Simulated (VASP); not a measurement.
A convergence study with VASP on Si (diamond): a few settings are varied, all else stays as given below, so the limit is that of these other settings.

```yaml
crystal:
  lattice:
    - [0.00000, 2.71550, 2.71550]
    - [2.71550, 0.00000, 2.71550]
    - [2.71550, 2.71550, 0.00000]
  atoms:
    - { symbol: Si, position: [0.00000, 0.00000, 0.00000] }
    - { symbol: Si, position: [0.25000, 0.25000, 0.25000] }
```

Computed with HSE06 screened hybrid, VASP's PBE PAW potentials (set 64) (plane waves; VASP). The last row used: 520 eV cut-off, 4×4×4 Γ-centred mesh, Gaussian smearing of 0.050 eV, potentials Si.

| setting | E (eV/atom) | pressure (GPa) | electronic steps |
|---|---|---|---|
| ENCUT = 300, PRECFOCK = Fast | -6.2070 | 0.67 | 20 |
| ENCUT = 520, PRECFOCK = Fast | -6.2091 | 0.74 | 20 |
| ENCUT = 300, PRECFOCK = Normal | -6.2070 | 0.67 | 20 |
| ENCUT = 400, PRECFOCK = Normal | -6.2089 | 0.73 | 20 |
| ENCUT = 520, PRECFOCK = Normal | -6.2089 | 0.73 | 20 |
| ENCUT = 300, PRECFOCK = Accurate | -6.2070 | 0.67 | 20 |
| ENCUT = 400, PRECFOCK = Accurate | -6.2089 | 0.73 | 20 |
| ENCUT = 520, PRECFOCK = Accurate | -6.2089 | 0.73 | 20 |

Left out are rungs that failed or repeat a setting and relaxations that didn't move; long series are thinned to 24 rows.

The compound is Si in the diamond structure. The cell was not relaxed at this level.
